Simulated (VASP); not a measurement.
Input for VASP

### POSCAR
```
NbC
3.1103550
  0.0000000000   0.7071068376   0.7071068376
  0.7071068376   0.0000000000   0.7071068376
  0.7071068376   0.7071068376   0.0000000000
Nb C
1 1
Direct
  0.0000000000   0.0000000000   0.0000000000
  0.5000000000   0.5000000000   0.5000000000
```

### INCAR
```
AGGAC = 0.0
ALGO = Normal
EDIFF = 1E-7
ENCUT = 520
GGA = BO
ISIF = 2
ISMEAR = 1
LASPH = .TRUE.
LCHARG = .FALSE.
LMAXMIX = 4
LREAL = .FALSE.
LUSE_VDW = .TRUE.
LWAVE = .FALSE.
NELM = 100
PARAM1 = 0.1833333333
PARAM2 = 0.22
PREC = Accurate
SIGMA = 0.1
SYSTEM = NbC
```

File KPOINTS:
```
Regular mesh
0
gamma
  14 14 14
0 0 0
```

POTCAR, in this order: Nb_sv C (PBE.64 set). Program: vasp_std.

Write an equivalent input for Quantum ESPRESSO's pw.x.

One equivalent input (not run):
```
&CONTROL
  calculation = 'scf'
  pseudo_dir = './pseudo'
  outdir = './out'
  tprnfor = .true.
  tstress = .true.
/
&SYSTEM
  ibrav = 0
  nat = 2
  ntyp = 2
  ecutwfc = 82
  occupations = 'smearing'
  smearing = 'methfessel-paxton'
  degauss = 0.00735
  input_dft = 'vdw-df-obk8'
/
&ELECTRONS
  conv_thr = 7.3e-09
  electron_maxstep = 100
/
ATOMIC_SPECIES
  Nb 92.906 Nb.upf
  C 12.011 C.upf
CELL_PARAMETERS angstrom
     0.0000000    2.1993533    2.1993533
     2.1993533    0.0000000    2.1993533
     2.1993533    2.1993533    0.0000000
ATOMIC_POSITIONS crystal
  Nb   0.0000000  0.0000000  0.0000000
  C    0.5000000  0.5000000  0.5000000
K_POINTS automatic
  14 14 14 0 0 0
```
The two are equivalent in intent, not identical: the potentials are each code's own (VASP's PAW set, PseudoDojo norm-conserving files in pw.x), so ENCUT and ecutwfc are chosen apart and not converted; conv_thr bounds pw.x's estimated SCF error, while EDIFF bounds the energy change between steps.

The compound is NbC in the rock salt structure. This cell is one point of a volume scan, at 0.94 of the reference volume.
